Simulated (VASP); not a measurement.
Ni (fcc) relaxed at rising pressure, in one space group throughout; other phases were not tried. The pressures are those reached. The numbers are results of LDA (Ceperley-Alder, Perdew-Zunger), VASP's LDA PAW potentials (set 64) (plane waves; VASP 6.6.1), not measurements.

```tsv
P (GPa)	V (Å³/atom)	k-mesh
0.08	10.023	18×18×18
5.06	9.838	18×18×18
10.09	9.670	18×18×18
20.02	9.364	19×19×19
29.78	9.120	19×19×19
```

A change of mesh leaves a small step in the series.

**Question.** Fit an equation of state and predict the volume at 44.90 GPa.

**Answer.** Least squares on the third-order Birch-Murnaghan form, P = (3B0/2)(y⁷ − y⁵)[1 + (3/4)(B′ − 4)(y² − 1)] with y = (V0/V)^(1/3), gives V0 = 10.028 Å³/atom, B0 = 251 GPa and B′ = 4.6, and so 8.790 Å³/atom. The run gave 8.800 Å³/atom, +0.1 % from the fit.

Pressures at which the relaxation failed are left out.

The compound is Ni in the fcc structure. The spin order is the one that the start imposed; others were not tried in this run.
